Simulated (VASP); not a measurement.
## BeNi: accuracy against cost in the SCF threshold and plane-wave cutoff

Aim: find how far the SCF threshold and plane-wave cutoff must be pushed for BeNi, and what that costs. The series runs use PBEsol. The SCF threshold tried: EDIFF = 0.01; EDIFF = 0.001; EDIFF = 1E-04; EDIFF = 1E-05; EDIFF = 1E-06; EDIFF = 1E-08. The plane-wave cutoff tried: ENCUT = 160; ENCUT = 200; ENCUT = 240; ENCUT = 270; ENCUT = 310; ENCUT = 350; ENCUT = 430; ENCUT = 540. The start is a computed cell from the Materials Project.

Main program and level: VASP 6.6.1; PBEsol, spin-polarised from a ferromagnetic start (one magnetic atom a cell); plane waves and PAW (Be, Ni).

## (1) Set-up

Symmetry: Pm-3m, No. 221, cubic system. The conventional cell has a = 2.587 Å, b = 2.587 Å, c = 2.587 Å, α = 90.00°, β = 90.00°, γ = 90.00°. Nearest to Be lie 8 Ni at 2.24 Å. Ni has 8 Be at 2.24 Å nearest. Farther neighbours are not listed.

Coordinates:

```
Be Ni
1.0
     2.58700    0.00000    0.00000
     0.00000    2.58700    0.00000
     0.00000    0.00000    2.58700
Be Ni
1 1
Direct
  0.00000 0.00000 0.00000
  0.50000 0.50000 0.50000
```

## (2) SCF threshold: EDIFF = 0.01

EDIFF stops the electronic loop; forces need it tighter than energies do. PBEsol restores the gradient expansion of exchange and is tuned for the cells of solids.

INCAR

```
SYSTEM = BeNi
PREC = Accurate
ENCUT = 400
EDIFF = 0.01
NELM = 100
ISMEAR = -1
SIGMA = 0.05
LREAL = .FALSE.
ALGO = Normal
GGA = PS
NBANDS = 14
ISPIN = 2
MAGMOM = 0 1
LASPH = .TRUE.
LMAXMIX = 4
LORBIT = 11
LWAVE = .FALSE.
LCHARG = .FALSE.
KPAR = 2
ISIF = 2
```

POSCAR

```
BeNi
1.0
    2.5869995900      0.0000000000      0.0000000000
    0.0000000000      2.5869995900      0.0000000000
    0.0000000000      0.0000000000      2.5869995900
Be Ni
1 1
Direct
    0.0000000000      0.0000000000      0.0000000000
    0.5000000000      0.5000000000      0.5000000000
```

KPOINTS

```
Automatic mesh
0
Gamma
9 9 9
0 0 0
```

Potentials, in the order of the species: Be and Ni (PBE family, release 64).

Launch:

```bash
mpirun -np 2 vasp_std
```

The log of the run:

```text
[banner, memory and clock lines left out]
running    2 mpi-ranks, on    1 nodes
 distrk:  each k-point on    1 cores,    2 groups
 distr:  one band on    1 cores,    1 groups

 POSCAR found type information on POSCAR BeNi
 POSCAR found :  2 types and       2 ions
|                                                                             |
|               ----> ADVICE to this user running VASP <----                  |
|                                                                             |
|     You enforced a specific xc type in the INCAR file but a different       |
|     [... a line on the potential file left out ...]
|     I HOPE YOU KNOW WHAT YOU ARE DOING!                                     |
|                                                                             |

 LDA part: xc-table for (Slater+PW92), standard interpolation
 POSCAR, INCAR and KPOINTS ok, starting setup
 FFT: planning ... GRIDC
 FFT: planning ... GRID_SOFT
 FFT: planning ... GRID
 WAVECAR not read
 entering main loop
       N       E                     dE             d eps       ncg     rms          rms(c)
DAV:   1     0.307483262305E+02    0.30748E+02   -0.48592E+03  2014   0.861E+02
DAV:   2    -0.123695899705E+02   -0.43118E+02   -0.39273E+02  2158   0.165E+02
DAV:   3    -0.138360617447E+02   -0.14665E+01   -0.14594E+01  2446   0.345E+01
DAV:   4    -0.138461025011E+02   -0.10041E-01   -0.10039E-01  2306   0.267E+00
DAV:   5    -0.138463088903E+02   -0.20639E-03   -0.20638E-03  1802   0.403E-01    0.163E+01
DAV:   6    -0.155266283508E+02   -0.16803E+01   -0.80577E+01  2362   0.112E+02    0.188E+01
DAV:   7    -0.111251221613E+02    0.44015E+01   -0.24247E+01  2326   0.605E+01    0.114E+00
DAV:   8    -0.111269590552E+02   -0.18369E-02   -0.14709E-01  2186   0.350E+00    0.110E+00
DAV:   9    -0.111158385997E+02    0.11120E-01   -0.35036E-02  1096   0.171E+00    0.447E-01
DAV:  10    -0.111155909084E+02    0.24769E-03   -0.13957E-03   986   0.383E-01
   1 F= -.11115591E+02 E0= -.11110888E+02  d E =-.940531E-02  mag=    -0.0061
```

Wall time 14 s (2 MPI ranks of AMD EPYC 7R43, shared host); peak memory 0.18 GiB; 25 s of CPU time.

The logs omit lines about the potential files and the build; timing stands in the text.

From OUTCAR (step 2):

```text
ion  position               nearest neighbor table
   1  0.000  0.000  0.000-   2 2.24   2 2.24   2 2.24   2 2.24   2 2.24   2 2.24   2 2.24   2 2.24

  LATTYP: Found a simple cubic cell.
 ALAT       =     2.5869995900

 Subroutine GETGRP returns: Found 48 space group operations
 (whereof 48 operations were pure point group operations)

The static configuration has the point symmetry O_h .

 Found     35 irreducible k-points:

   k-points           NKPTS =     35   k-points in BZ     NKDIM =     35   number of bands    NBANDS=     14

   dimension x,y,z NGX =    18 NGY =   18 NGZ =   18
   dimension x,y,z NGXF=    36 NGYF=   36 NGZF=   36

   ENCUT  =  400.0 eV  29.40 Ry    5.42 a.u.   4.22  4.22  4.22*2*pi/ulx,y,z

   NELECT =      12.0000    total number of electrons

 k-points in reciprocal lattice and weights: Automatic mesh
   0.00000000  0.00000000  0.00000000       0.001
   0.11111111  0.00000000  0.00000000       0.008
   0.22222222  0.00000000  0.00000000       0.008
   0.33333333  0.00000000  0.00000000       0.008
   0.44444444  0.00000000  0.00000000       0.008
   0.11111111  0.11111111  0.00000000       0.016
   0.22222222  0.11111111  0.00000000       0.033
   0.33333333  0.11111111  0.00000000       0.033
   0.44444444  0.11111111  0.00000000       0.033
[...]
0.44444444  0.44444444  0.33333333       0.033
   0.44444444  0.44444444  0.44444444       0.011

 average (electrostatic) potential at core
       1 -30.1012       2 -82.3316

 E-fermi :   9.2231

 spin component 1
 k-point     1 :       0.0000    0.0000    0.0000
  band No.  band energies     occupation
    ...
      2       5.4919      1.00000
      3       5.4919      1.00000
      4       7.8142      1.00000
      5       7.8142      1.00000
      6       7.8142      1.00000
      7      16.1683      0.00000
      8      16.1683      0.00000
      9      16.1683      0.00000
     10      23.5126      0.00000
     11      23.5126      0.00000
    ...

 k-point     2 :       0.1111    0.0000    0.0000
  band No.  band energies     occupation
    ...
      2       5.5161      1.00000
      3       5.5399      1.00000
      4       7.6700      1.00000
      5       7.6700      1.00000
      6       7.8241      1.00000
      7      14.7774      0.00000
      8      16.5622      0.00000
      9      16.5622      0.00000
     10      23.5702      0.00000
     11      25.0281      0.00000
    ...

 k-point     3 :       0.2222    0.0000    0.0000
  band No.  band energies     occupation
    ...
      2       5.5119      1.00000
      3       5.6648      1.00000
      4       7.3369      1.00000
      5       7.3369      1.00000
      6       7.8497      1.00000
      7      12.3444      0.00000
      8      17.6398      0.00000
      9      17.6398      0.00000
     10      23.7408      0.00000
     11      27.2702      0.00000
    ...

 k-point     4 :       0.3333    0.0000    0.0000
  band No.  band energies     occupation
    ...
      2       5.2207      1.00000
      3       5.8109      1.00000
      4       7.0000      1.00000
      5       7.0000      1.00000
      6       7.8786      1.00000
      7      10.3063      0.00000
      8      19.1606      0.00000
      9      19.1606      0.00000
     10      23.9935      0.00000
     11      28.2014      0.00000
    ...

 k-point     5 :       0.4444    0.0000    0.0000
  band No.  band energies     occupation
    ...
      2       4.4441      1.00000
      3       5.9089      1.00000
      4       6.7987      1.00000
      5       6.7987      1.00000
      6       7.8975      1.00000
      7       9.2709      0.27761
      8      20.6334      0.00000
      9      20.6334      0.00000
     10      24.2137      0.00000
     11      26.3993      0.00000
    ...

 k-point     6 :       0.1111    0.1111    0.0000
  band No.  band energies     occupation
    ...
      2       5.5647      1.00000
      3       5.5741      1.00000
      4       7.5174      1.00000
      5       7.6359      1.00000
      6       7.7378      1.00000
      7      14.6141      0.00000
      8      15.7012      0.00000
      9      16.9318      0.00000
     10      24.4045      0.00000
     11      25.8574      0.00000
    ...

  Total        0.5510809      0.5510809      0.5510809      0.0000000      0.0000000      0.0000000
  in kB       50.9960869     50.9960869     50.9960869      0.0000000      0.0000000      0.0000000
  external PRESSURE =      50.9960869 kB  Pullay stress =       0.0000000 kB

  energy-cutoff  :      400.00
  volume of cell :       17.31
      direct lattice vectors                 reciprocal lattice vectors
     2.586999590  0.000000000  0.000000000     0.386548187  0.000000000  0.000000000
     0.000000000  2.586999590  0.000000000     0.000000000  0.386548187  0.000000000
     0.000000000  0.000000000  2.586999590     0.000000000  0.000000000  0.386548187

 POSITION                                       TOTAL-FORCE (eV/Angst)
 -----------------------------------------------------------------------------------
      0.00000      0.00000      0.00000         0.000000      0.000000      0.000000
      1.29350      1.29350      1.29350         0.000000      0.000000      0.000000
 -----------------------------------------------------------------------------------
    total drift:                                0.000000     -0.000000      0.000000

  FREE ENERGIE OF THE ION-ELECTRON SYSTEM (eV)
  ---------------------------------------------------
  free  energy   TOTEN  =       -11.1155909084 eV

  energy  without entropy=      -11.1061855934  energy(sigma->0) =      -11.11088825

 total charge
# of ion       s       p       d       tot
------------------------------------------
    1        0.442   0.710   0.000   1.152
    2        0.520   0.624   8.432   9.577
--------------------------------------------------
tot          0.962   1.333   8.432  10.728

 magnetization (x)
# of ion       s       p       d       tot
------------------------------------------
    1        0.000  -0.000   0.000  -0.000
    2       -0.000  -0.000  -0.006  -0.007
--------------------------------------------------
tot         -0.000  -0.000  -0.006  -0.007

[... 6 further parts left out ...]
```

The moments of the start collapse, so the state is non-magnetic; other starts or orders were not tried. The k-mesh is coarse for a metal. The PAW data sets were made with PBE, which is usual practice but a small mismatch for other functionals.

Numbers from this step:

```
SCF cycles                                        : 10
electrons                                         : 12
bands                                             : 14
irreducible k-points                              : 35
symmetry operations                               : 48
free energy (TOTEN)                               : -11.12 eV
energy at zero smearing                           : -11.11 eV
Fermi energy                                      : 9.223 eV
pressure                                          : 5.100 GPa
moment of the cell, from the last line of the log : -0.0061 μB
metallic                                          : yes
```

Spin moment in the PAW sphere by atom:

```
atom  spin moment in the PAW sphere (μB)
 Be1                              0.0000
 Ni2                             -0.0070
```

The series starts at -5.5554 eV an atom and 5.10 GPa, after 10 cycles in 14 s.

## (3) SCF threshold: EDIFF = 0.001

Changes to INCAR since step 2:

```diff
@@ -3,3 +3,3 @@
 ENCUT = 400
-EDIFF = 0.01
+EDIFF = 0.001
 NELM = 100
```

POSCAR is that of step 2.

KPOINTS is that of step 2.

Launch:

```bash
mpirun -np 2 vasp_std
```

The log of the run:

```text
[banner, memory and clock lines left out]
running    2 mpi-ranks, on    1 nodes
[...]
[... a notice as in an earlier step ...]

 LDA part: xc-table for (Slater+PW92), standard interpolation
 POSCAR, INCAR and KPOINTS ok, starting setup
[...]
entering main loop
       N       E                     dE             d eps       ncg     rms          rms(c)
[... 4 cycles as in an earlier step ...]
DAV:   5    -0.138463489497E+02   -0.24645E-03   -0.24645E-03  2390   0.403E-01    0.163E+01
DAV:   6    -0.155251887510E+02   -0.16788E+01   -0.80550E+01  2362   0.112E+02    0.188E+01
DAV:   7    -0.111250898319E+02    0.44001E+01   -0.24244E+01  2326   0.605E+01    0.114E+00
DAV:   8    -0.111269533633E+02   -0.18635E-02   -0.14720E-01  2192   0.350E+00    0.110E+00
DAV:   9    -0.111159320393E+02    0.11021E-01   -0.35944E-02  2658   0.171E+00    0.453E-01
DAV:  10    -0.111156196392E+02    0.31240E-03   -0.45885E-04  1106   0.227E-01
   1 F= -.11115620E+02 E0= -.11110918E+02  d E =-.940299E-02  mag=    -0.0058
```

Wall time 15 s (2 MPI ranks); peak memory 0.17 GiB; 27 s of CPU time.

OUTCAR, selected parts (step 3):

```text
  Total        0.6442083      0.6442083      0.6442083      0.0000000      0.0000000     -0.0000000
  in kB       59.6139369     59.6139369     59.6139369      0.0000000      0.0000000     -0.0000000
  external PRESSURE =      59.6139369 kB  Pullay stress =       0.0000000 kB

  FREE ENERGIE OF THE ION-ELECTRON SYSTEM (eV)
  ---------------------------------------------------
  free  energy   TOTEN  =       -11.1156196392 eV

  energy  without entropy=      -11.1062166523  energy(sigma->0) =      -11.11091815

 magnetization (x)
# of ion       s       p       d       tot
------------------------------------------
    1       -0.000  -0.000   0.000  -0.000
    2       -0.000  -0.000  -0.007  -0.007
--------------------------------------------------
tot         -0.000  -0.000  -0.007  -0.007

[... 3 parts as in an earlier step ...]

[... 1 further part left out ...]
[key lines of the parts left out:]
E-fermi :   9.2223
```

Against the run before the energy moves by -0.01 meV an atom and the pressure by +0.86 GPa, after 10 cycles in 15 s.

## (4) SCF threshold: EDIFF = 1E-04

Changes to INCAR since step 3:

```diff
@@ -3,3 +3,3 @@
 ENCUT = 400
-EDIFF = 0.001
+EDIFF = 1E-04
 NELM = 100
```

POSCAR is that of step 3.

KPOINTS is that of step 3.

Launch:

```bash
mpirun -np 2 vasp_std
```

The log of the run:

```text
[... set-up lines as in an earlier step ...]
 entering main loop
       N       E                     dE             d eps       ncg     rms          rms(c)
[... 4 cycles as in an earlier step ...]
DAV:   5    -0.138463498235E+02   -0.24732E-03   -0.24732E-03  2454   0.403E-01    0.163E+01
DAV:   6    -0.155251304099E+02   -0.16788E+01   -0.80549E+01  2362   0.112E+02    0.188E+01
DAV:   7    -0.111250867128E+02    0.44000E+01   -0.24244E+01  2326   0.605E+01    0.114E+00
DAV:   8    -0.111269531051E+02   -0.18664E-02   -0.14722E-01  2192   0.350E+00    0.110E+00
DAV:   9    -0.111159342289E+02    0.11019E-01   -0.35971E-02  2822   0.171E+00    0.453E-01
DAV:  10    -0.111156226612E+02    0.31157E-03   -0.46402E-04  2182   0.222E-01    0.209E-01
DAV:  11    -0.111155092139E+02    0.11345E-03   -0.59557E-04  1494   0.280E-01    0.925E-02
DAV:  12    -0.111155107418E+02   -0.15279E-05   -0.30355E-05  1070   0.539E-02
   1 F= -.11115511E+02 E0= -.11110781E+02  d E =-.945887E-02  mag=     0.0000
```

It took 16 s on 2 MPI ranks; peak memory 0.17 GiB.

From OUTCAR (step 4):

```text
  Total       -0.0945704     -0.0945704     -0.0945704      0.0000000      0.0000000     -0.0000000
  in kB       -8.7513821     -8.7513821     -8.7513821      0.0000000      0.0000000     -0.0000000
  external PRESSURE =      -8.7513821 kB  Pullay stress =       0.0000000 kB

  FREE ENERGIE OF THE ION-ELECTRON SYSTEM (eV)
  ---------------------------------------------------
  free  energy   TOTEN  =       -11.1155107418 eV

  energy  without entropy=      -11.1060518681  energy(sigma->0) =      -11.11078130

 magnetization (x)
# of ion       s       p       d       tot
------------------------------------------
    1       -0.000  -0.000   0.000  -0.000
    2       -0.000  -0.000  -0.001  -0.001
--------------------------------------------------
tot         -0.000  -0.000  -0.001  -0.001

[... 3 parts as in an earlier step ...]

[... 1 further part left out ...]
[key lines of the parts left out:]
E-fermi :   9.2386
```

Against the run before the energy moves by +0.07 meV an atom and the pressure by -6.84 GPa, after 12 cycles in 16 s.

## (5) SCF threshold: EDIFF = 1E-05

Changes to INCAR since step 4:

```diff
@@ -3,3 +3,3 @@
 ENCUT = 400
-EDIFF = 1E-04
+EDIFF = 1E-05
 NELM = 100
```

POSCAR is that of step 4.

KPOINTS is that of step 4.

Launch:

```bash
mpirun -np 2 vasp_std
```

The log of the run:

```text
[... set-up lines as in an earlier step ...]
 entering main loop
       N       E                     dE             d eps       ncg     rms          rms(c)
[... 4 cycles as in an earlier step ...]
DAV:   5    -0.138463498284E+02   -0.24733E-03   -0.24732E-03  2462   0.403E-01    0.163E+01
DAV:   6    -0.155251293696E+02   -0.16788E+01   -0.80549E+01  2362   0.112E+02    0.188E+01
DAV:   7    -0.111250866815E+02    0.44000E+01   -0.24244E+01  2326   0.605E+01    0.114E+00
DAV:   8    -0.111269530987E+02   -0.18664E-02   -0.14722E-01  2192   0.350E+00    0.110E+00
DAV:   9    -0.111159342255E+02    0.11019E-01   -0.35971E-02  2822   0.171E+00    0.453E-01
DAV:  10    -0.111156226619E+02    0.31156E-03   -0.46403E-04  2206   0.222E-01    0.209E-01
DAV:  11    -0.111155094476E+02    0.11321E-03   -0.59791E-04  2556   0.280E-01    0.925E-02
DAV:  12    -0.111155109394E+02   -0.14918E-05   -0.30694E-05  1890   0.539E-02
   1 F= -.11115511E+02 E0= -.11110781E+02  d E =-.945907E-02  mag=     0.0001
```

It took 17 s on 2 MPI ranks; peak memory 0.17 GiB.

Parts of OUTCAR (step 5):

```text
  Total       -0.0961270     -0.0961270     -0.0961270      0.0000000     -0.0000000      0.0000000
  in kB       -8.8954305     -8.8954305     -8.8954305      0.0000000     -0.0000000      0.0000000
  external PRESSURE =      -8.8954305 kB  Pullay stress =       0.0000000 kB

  FREE ENERGIE OF THE ION-ELECTRON SYSTEM (eV)
  ---------------------------------------------------
  free  energy   TOTEN  =       -11.1155109394 eV

  energy  without entropy=      -11.1060518694  energy(sigma->0) =      -11.11078140

[... 4 parts as in an earlier step ...]

[... 1 further part left out ...]
[key lines of the parts left out:]
E-fermi :   9.2387
```

Against the run before the energy stays within 0.01 meV an atom; the pressure moves by -0.01 GPa, after 12 cycles in 17 s.

## (6) SCF threshold: EDIFF = 1E-06

Changes to INCAR since step 5:

```diff
@@ -3,3 +3,3 @@
 ENCUT = 400
-EDIFF = 1E-05
+EDIFF = 1E-06
 NELM = 100
```

POSCAR is that of step 5.

KPOINTS is that of step 5.

Launch:

```bash
mpirun -np 2 vasp_std
```

The log of the run:

```text
[... set-up lines as in an earlier step ...]
 entering main loop
       N       E                     dE             d eps       ncg     rms          rms(c)
[... 11 cycles as in an earlier step ...]
DAV:  12    -0.111155109751E+02   -0.15275E-05   -0.31053E-05  2328   0.539E-02    0.226E-02
DAV:  13    -0.111155102439E+02    0.73120E-06   -0.16714E-06  1614   0.140E-02
   1 F= -.11115510E+02 E0= -.11110780E+02  d E =-.946036E-02  mag=     0.0003
```

Wall time 18 s (2 MPI ranks); peak memory 0.17 GiB; 34 s of CPU time.

From OUTCAR (step 6):

```text
  Total       -0.1011847     -0.1011847     -0.1011847     -0.0000000      0.0000000     -0.0000000
  in kB       -9.3634611     -9.3634611     -9.3634611     -0.0000000      0.0000000     -0.0000000
  external PRESSURE =      -9.3634611 kB  Pullay stress =       0.0000000 kB

  FREE ENERGIE OF THE ION-ELECTRON SYSTEM (eV)
  ---------------------------------------------------
  free  energy   TOTEN  =       -11.1155102439 eV

  energy  without entropy=      -11.1060498816  energy(sigma->0) =      -11.11078006

 magnetization (x)
# of ion       s       p       d       tot
------------------------------------------
    1       -0.000   0.000   0.000   0.000
    2        0.000  -0.000   0.000   0.000
--------------------------------------------------
tot          0.000   0.000   0.000   0.000

[... 3 parts as in an earlier step ...]

[... 1 further part left out ...]
[key lines of the parts left out:]
E-fermi :   9.2390
```

Against the run before the energy stays within 0.01 meV an atom; the pressure moves by -0.05 GPa, after 13 cycles in 18 s.

(Continued in part 2 of 3.)

[Lines on the potential files, build, host, timing and source positions are cut from VASP's logs without a mark.]

[Logs are printed without paths, hosts, clocks, repeated set-up lines and the standing remarks that a program may print on its own settings, such as how far it seeks lower states.]

[Hosts, paths, dates, database ids (printed as entryN), source tags and the programs' standing remarks are cut or masked in the printed files.]

[A measured line is paired with the nearest computed mode of its activity, which favours agreement.]
